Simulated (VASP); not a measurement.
In2Au, 3 atoms in the cell. It takes space group Fm-3m (No. 225, cubic). Conventional cell: a = 6.576 Å, b = 6.576 Å, c = 6.576 Å, α = 90.00°, β = 90.00°, γ = 90.00°. In (site symmetry -43m) has 4 Au at 2.85 Å as nearest neighbours. Au (site symmetry m-3m) has 8 In at 2.85 Å as nearest neighbours. The cell is a database's computed one.

* Program: VASP 6.6.1
* Task: relaxation of cell and atoms
* Functional: PBEsol
* Potentials or basis: VASP PAW PBE potentials, release 64 (In, Au)
* Cutoff: 580 eV
* k mesh: 12 × 12 × 12
* Occupations: gaussian, width 0.1 eV
* Spin: no spin polarisation
* Further INCAR settings: ALGO = Fast; EDIFF = 1e-07; IBRION = 2; EDIFFG = -0.005; NSW = 90; ISIF = 3

Potentials or basis: VASP PAW PBE potentials, release 64 (In, Au).

Launch:

```console
$ cat potpaw_PBE.64/In/POTCAR potpaw_PBE.64/Au/POTCAR > POTCAR
$ mpirun -np 1 vasp_std > vasp.out
```

Hardware: 1 thread of AMD EPYC 7R43 64-Core Processor (Zen 3) (shared host).

Q: How long does it take, and how much memory?

A: It took 3.6 min on 1 thread of AMD EPYC 7R43 64-Core Processor (Zen 3), on a shared host, peak memory 0.3 GiB. Counts: scf iterations 41, k points 72, ion steps 3.
